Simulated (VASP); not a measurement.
An input for Quantum ESPRESSO's pw.x (written as the equivalent of a VASP run, and not itself run):

```
&CONTROL
  calculation = 'vc-relax'
  pseudo_dir = './pseudo'
  outdir = './out'
  tprnfor = .true.
  tstress = .true.
  nstep = 40
  forc_conv_thr = 0.00078
/
&SYSTEM
  ibrav = 0
  nat = 2
  ntyp = 2
  ecutwfc = 80
  occupations = 'smearing'
  smearing = 'gaussian'
  degauss = 0.003675
  input_dft = 'pbesol'
/
&ELECTRONS
  conv_thr = 7.3e-08
  electron_maxstep = 100
/
&IONS
/
&CELL
  press = 300
/
ATOMIC_SPECIES
  Ga 69.723 Ga.upf
  Sb 121.760 Sb.upf
CELL_PARAMETERS angstrom
     0.0000000    2.8350050    2.8350050
     2.8350050    0.0000000    2.8350050
     2.8350050    2.8350050    0.0000000
ATOMIC_POSITIONS crystal
  Ga   0.0000000  0.0000000  0.0000000
  Sb   0.2500000  0.2500000  0.2500000
K_POINTS automatic
  8 8 8 0 0 0
```

Task: Write the VASP files for the same calculation (PBEsol).

Result: This is not unique; one that fits is 
**KPOINTS**
```
Automatic mesh
0
Gamma
8 8 8
0 0 0
```

File POSCAR:
```
GaSb
1
    0.0000000000     2.8350050349     2.8350050349
    2.8350050349     0.0000000000     2.8350050349
    2.8350050349     2.8350050349     0.0000000000
Ga Sb
1 1
Direct
  0.0000000000   0.0000000000   0.0000000000
  0.2500000000   0.2500000000   0.2500000000
```

**INCAR**
```
EDIFF=1E-6
NELM=100
PREC=Accurate
EDIFFG=-0.02   ! ionic stop
LCHARG=F
PSTRESS=300
ISIF=3   ! ions, shape and volume
SIGMA=0.05
ENCUT=500   ! plane-wave cut-off (eV)
IBRION=2   ! conjugate gradients
ISMEAR=0   ! Gaussian
NSW=40
LWAVE=F
LMAXMIX=4
LASPH=T   ! aspherical one-centre terms
ALGO=Normal
SYSTEM=GaSb
LREAL=F   ! projection in real space or not
GGA=PS
```

POTCAR, in this order: Ga_d Sb (PBE.64 set). Program: vasp_std.

The two are equivalent in intent, not identical: the potentials are each code's own (VASP's PAW set, PseudoDojo norm-conserving files in pw.x), so ENCUT and ecutwfc are chosen apart and not converted; conv_thr bounds pw.x's estimated SCF error, while EDIFF bounds the energy change between steps; forc_conv_thr acts on force components and is met together with etot_conv_thr.

The compound is GaSb in the zinc blende structure. This run relaxes it under an external pressure of 30 GPa. Symmetry was kept, so distortions that lower it aren't found.
